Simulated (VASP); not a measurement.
Input for VASP

KPOINTS:
```
Regular mesh
0
G
  13 13 13
0 0 0
```

### POSCAR
```
Sr
1
   -0.0000000000     2.3922358619     2.3922358619
    2.3922358619     0.0000000000     2.3922358619
    2.3922358619     2.3922358619     0.0000000000
Sr
1
Direct
  0.0000000000   0.0000000000   0.0000000000
```

### INCAR
```
LREAL = .FALSE.
ENCUT = 500   ! plane-wave cut-off (eV)
LASPH = .TRUE.   ! aspherical one-centre terms
EDIFFG = -0.02   ! ionic stop
NELM = 100
SYSTEM = Sr
SIGMA = 0.1   ! width (eV)
EDIFF = 1E-6
LWAVE = .FALSE.
IBRION = 2
NSW = 40
ALGO = Normal   ! blocked Davidson
PSTRESS = 200
PREC = Accurate
LCHARG = .FALSE.
GGA = PS   ! PBEsol
ISMEAR = 1   ! Methfessel-Paxton
ISIF = 3   ! ions, shape and volume
LMAXMIX = 4
```

POTCAR, in this order: Sr_sv (PBE.64 set). Program: vasp_std.

Task: Translate this PBEsol calculation to Ansatz.

Result: One equivalent input (not run):
Ansatz 0.2 input:
```yaml
crystal:
  lattice:
    - [0.0000000, 2.3922359, 2.3922359]
    - [2.3922359, 0.0000000, 2.3922359]
    - [2.3922359, 2.3922359, 0.0000000]
  atoms:
    - { symbol: Sr, position: [0.0000000, 0.0000000, 0.0000000] }
kpoints:
  mp_grid: { grid: [13, 13, 13] }
hamiltonian:
  xc: pbesol
  pseudopotentials: { kind: paw }
scf:
  occupations: { method: methfessel_paxton, width: 0.1 }
  max_iter: 100
relax:
  max_steps: 40
  f_tol: 0.02
  cell: { p_target: 20 }
output: { forces: true, stress: true, eigenvalues: true }
```
Limits of the translation: each code has its own PAW files, so the cut-off isn't converted (ENCUT is set for VASP's; basis.ecutwfc is left out, and Ansatz then takes the one that its files recommend); Ansatz stops its SCF on the density residual and VASP on the energy change (EDIFF).

The compound is Sr in the fcc structure. This run relaxes it under an external pressure of 20 GPa. Symmetry was kept, so distortions that lower it aren't found.
